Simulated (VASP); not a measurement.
Wanted: the native input for a VASP 6.6.1 run.

```
Task                   : relaxation of cell and atoms
Functional             : PBE
Potentials or basis    : VASP PAW PBE potentials, release 64 (In_d, Ga_d, O)
Cutoff                 : 520 eV
k mesh                 : 10 × 10 × 4
Occupations            : gaussian, width 0.1 eV
Spin                   : no spin polarisation
Further INCAR settings : ALGO = Normal; EDIFF = 1e-06; IBRION = 2; EDIFFG = -0.01; NSW = 90; ISIF = 3
```

The structure of InGaO lies in POSCAR:

```
InGaO
1.0
    3.1746019200      0.0000000000      0.0000000000
   -1.5873009600      2.7492859100      0.0000000000
    0.0000000000      0.0000000000     13.2530000000
In Ga O
2 2 2
Direct
    0.3333333300      0.6666666700      0.6104278300
    0.6666666700      0.3333333300      0.3895721700
    0.0000000000      0.0000000000      0.0947710000
    0.0000000000      0.0000000000      0.9052290000
    0.3333333300      0.6666666700      0.1487210400
    0.6666666700      0.3333333300      0.8512789600
```

The cell was built by a generator and needn't be a form met in nature.

The input as run:

INCAR

```
SYSTEM = InGaO
PREC = Accurate ; ENCUT = 520
EDIFF = 1E-6 ; ISMEAR = 0
SIGMA = 0.1 ; LREAL = .FALSE.
LASPH = .TRUE. ; NELM = 120
ALGO = Normal ; ISIF = 3
LWAVE = .FALSE. ; LCHARG = .FALSE.
GGA = PE ; IBRION = 2
NSW = 90 ; EDIFFG = -0.01
KPAR = 4
```

KPOINTS

```
Automatic mesh
0
G
  10 10 4
  0 0 0
```

Potentials or basis: VASP PAW PBE potentials, release 64 (In_d, Ga_d, O).

Command:

```console
$ cat potpaw_PBE.64/In_d/POTCAR potpaw_PBE.64/Ga_d/POTCAR potpaw_PBE.64/O/POTCAR > POTCAR
$ mpirun -np 4 vasp_std > vasp.out
```

It gave:

```
Relaxed volume                         : 20.19 Å³/atom
Relaxed cell                           : a = 3.160 Å, b = 3.160 Å, c = 14.009 Å, α = 90.00°, β = 90.00°, γ = 120.00°
Space group after relaxing (to 0.05 Å) : P-3m1 (No. 164)
Energy gained by relaxing              : 4.4 meV/atom
Ionic steps                            : 25
Pressure after relaxing                : 0.0 GPa
Largest force after relaxing           : 0.005 eV/Å
Band gap on the k mesh                 : none (metal or under the smearing width)
```

Wall time 7.1 min on 4 MPI ranks on AMD EPYC 9R45 96-Core Processor (Zen 5), on a shared host, peak memory 0.35 GiB a rank.
